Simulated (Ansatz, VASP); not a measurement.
## ZnRe in VASP and in Ansatz

```
Zn Re
1.0
     2.58617    0.00000    0.00000
    -1.29309    2.23969    0.00000
     0.00000    0.00000    5.07489
Zn Re
1 1
Cartesian
  0.0000 0.0000 0.0000
  0.0000 1.4931 2.5374
```

Alike in both runs: task single point; functional PBEsol; k mesh 21 × 21 × 12; occupations gaussian, width 0.15 eV; no spin polarisation.

|  | VASP | Ansatz |
| --- | --- | --- |
| version | VASP 6.6.1 | Ansatz 0.2.0 |
| potentials or method | VASP PAW PBE potentials, release 64 (Zn, Re) | scalar-relativistic, plane waves, PAW |
| plane-wave cutoff (eV) | 520 | 420 |
| valence electrons in the cell | 19 | 27 |

|  | VASP | Ansatz | Ansatz less VASP |
| --- | --- | --- | --- |
| gap on the k mesh at the Fermi level (eV) | none | none | - |
| pressure (GPa) | 3.7 | 3.6 | -0.09 |
| largest component of the traceless stress (GPa) | 29.83 | 30.03 | +0.196 |

A gap of «none» marks a metal or a gap that the smearing closes. The functional is the same, so the differences come from potentials, cutoffs and numerics. The two sets of potentials don't hold the same shells in valence.

Caveats: the PAW data sets were made with another functional, which shifts forces and pressure a little (VASP). The runs have no spin-orbit coupling, so splittings on Re are missing.
